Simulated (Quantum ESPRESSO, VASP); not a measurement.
This is a calculation of ZnRe for VASP 6.6.1. The cell comes from a database or a generator and needn't be the stable form of this composition.

The input INCAR:

```
SYSTEM = ZnRe
ALGO = Normal
EDIFF = 1E-7
ENCUT = 520
GGA = PE
ISIF = 2
ISMEAR = -1
LASPH = .True.
LCHARG = .False.
LREAL = .False.
LWAVE = .False.
NBANDS = 16
NELM = 100
PREC = Accurate
SIGMA = 0.05
```

File KPOINTS:

```
k-points
0
Gamma
  11 11 6
  0 0 0
```

The input POSCAR:

```
ZnRe
1.0
    2.7482183437      0.0000000000      0.0000000000
   -1.3741091718      2.3800269008      0.0000000000
    0.0000000000      0.0000000000      4.4940660000
Re Zn
1 1
Direct
    0.3333333333      0.6666666667      0.5000000000
    0.0000000000      0.0000000000      0.0000000000
```

Potentials or basis: VASP PAW PBE potentials, release 64 (Re, Zn).

Launch:

```sh
$ cat potpaw_PBE.64/Re/POTCAR potpaw_PBE.64/Zn/POTCAR > POTCAR
$ mpirun -np 1 vasp_std > vasp.out
```

Question: Set up the same calculation for Quantum ESPRESSO 7.5. Potentials or basis there: SSSP 1.3 efficiency PBE, cutoff 748 eV.

Answer: As run (cutoffs and basis follow the program's own potentials, and thresholds, step limits or extra output files can differ):

File pw.in:

```
&CONTROL
  calculation = 'scf'
  prefix = 'pwscf'
  outdir = './tmp'
  pseudo_dir = './pseudo'
  tprnfor = .true.
  tstress = .true.
  disk_io = 'nowf'
/
&SYSTEM
  ibrav = 0
  nat = 2
  ntyp = 2
  ecutwfc = 55
  ecutrho = 440
  nbnd = 25
  occupations = 'smearing'
  smearing = 'fd'
  degauss = 0.00367493
/
&ELECTRONS
  conv_thr = 4d-10
  electron_maxstep = 120
  mixing_beta = 0.5
/
ATOMIC_SPECIES
Re   186.2070 Re_pbe_v1.2.uspp.F.UPF
Zn    65.3800 Zn_pbe_v1.uspp.F.UPF
CELL_PARAMETERS angstrom
   2.7482183437    0.0000000000    0.0000000000
  -1.3741091718    2.3800269008    0.0000000000
   0.0000000000    0.0000000000    4.4940660000
ATOMIC_POSITIONS crystal
Re     0.3333333333    0.6666666667    0.5000000000
Zn     0.0000000000    0.0000000000    0.0000000000
K_POINTS automatic
11 11 6 0 0 0
```

Potentials or basis: SSSP 1.3 efficiency PBE.

Launch:

```sh
$ OMP_NUM_THREADS=1 pw.x -in pw.in > pw.out
```

Both were run:

|  | VASP | Quantum ESPRESSO |
| --- | --- | --- |
| Pressure | -1.5 GPa | -1.7 GPa |

The potentials hold 19 and 35 valence electrons a cell.

Pressure is positive in compression.
